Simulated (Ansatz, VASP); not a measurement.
## One calculation of Ca2SiS6, two programs

INCAR

```
SYSTEM = Ca2SiS6
PREC     = Accurate       ! precision mode
ENCUT    = 520            ! plane-wave cutoff, eV
EDIFF    = 1E-6           ! SCF threshold, eV
ISMEAR   = 0              ! smearing method
SIGMA    = 0.1            ! smearing width, eV
LREAL    = .False.        ! projectors in reciprocal space
LASPH    = .True.         ! aspherical terms in the spheres
NELM     = 100            ! most SCF steps
ALGO     = Normal         ! electronic algorithm
ISIF     = 2              ! what is computed and relaxed
LWAVE    = .False.        ! write WAVECAR
LCHARG   = .False.        ! write CHGCAR
GGA      = PE             ! functional
NBANDS   = 40             ! bands
```

KPOINTS

```
Automatic mesh
0
Gamma
  8 8 8
  0 0 0
```

POSCAR

```
Ca2SiS6
1.0
    0.0000000000      4.5040107996      4.5040107996
    4.5040107996      0.0000000000      4.5040107996
    4.5040107996      4.5040107996      0.0000000000
Ca Si S
2 1 6
Direct
    0.2500000000      0.2500000000      0.2500000000
    0.7500000000      0.7500000000      0.7500000000
    0.0000000000      0.0000000000      0.0000000000
    0.7519973657      0.2480026343      0.2480026343
    0.2480026343      0.7519973657      0.7519973657
    0.2480026343      0.7519973657      0.2480026343
    0.7519973657      0.2480026343      0.7519973657
    0.2480026343      0.2480026343      0.7519973657
    0.7519973657      0.7519973657      0.2480026343
```

Input for Ansatz:

```yaml
crystal:
  lattice:
    - [0.0, 4.5040107996, 4.5040107996]
    - [4.5040107996, 0.0, 4.5040107996]
    - [4.5040107996, 4.5040107996, 0.0]
  atoms:
    - { symbol: Ca, position: [0.25, 0.25, 0.25] }
    - { symbol: Ca, position: [0.75, 0.75, 0.75] }
    - { symbol: Si, position: [0.0, 0.0, 0.0] }
    - { symbol: S, position: [0.7519973657, 0.2480026343, 0.2480026343] }
    - { symbol: S, position: [0.2480026343, 0.7519973657, 0.7519973657] }
    - { symbol: S, position: [0.2480026343, 0.7519973657, 0.2480026343] }
    - { symbol: S, position: [0.7519973657, 0.2480026343, 0.7519973657] }
    - { symbol: S, position: [0.2480026343, 0.2480026343, 0.7519973657] }
    - { symbol: S, position: [0.7519973657, 0.7519973657, 0.2480026343] }
basis:
  ecutwfc: 420
kpoints:
  mp_grid: { grid: [8, 8, 8] }
  band_path:
    path:
      - [[0.0, 0.0, 0.0], [0.5, 0.0, 0.5], [0.625, 0.25, 0.625]]
      - [[0.375, 0.375, 0.75], [0.0, 0.0, 0.0], [0.5, 0.5, 0.5], [0.5, 0.25, 0.75], [0.5, 0.0, 0.5]]
    npoints: 14
hamiltonian:
  xc: pbe
scf:
  occupations: { method: gaussian, width: 0.1 }
  n_extra_bands: 22
output:
  forces: true
  stress: true
  eigenvalues: true
  populations: true
  dos: { projected: true, de: 0.02, nscf_kmesh: { grid: [10, 10, 10] } }
  bader: true
  write_density: true
  write_potential: true
  elf: true
  volumetric_format: npy
```

The cell was built by a generator and needn't be a form met in nature.

Alike in both runs: task single point; functional PBE; k mesh 8 × 8 × 8; occupations gaussian, width 0.1 eV; no spin polarisation.

|  | VASP | Ansatz |
| --- | --- | --- |
| version | VASP 6.6.1 | Ansatz 0.2.0 |
| potentials or method | VASP PAW PBE potentials, release 64 (Ca_sv, Si, S) | scalar-relativistic, plane waves, PAW |
| plane-wave cutoff (eV) | 520 | 420 |
| valence electrons in the cell | 60 | 60 |

|  | VASP | Ansatz | Ansatz less VASP |
| --- | --- | --- | --- |
| gap on the k mesh at the Fermi level (eV) | none | none | - |
| pressure (GPa) | -0.1 | 0.0 | +0.05 |
| rms of the force components (eV/Å) | 0.007 | 0.001 | -0.0055 |

Atom by atom the forces differ by 0.006 eV/Å (rms over components). A gap of «none» marks a metal or a gap that the smearing closes.
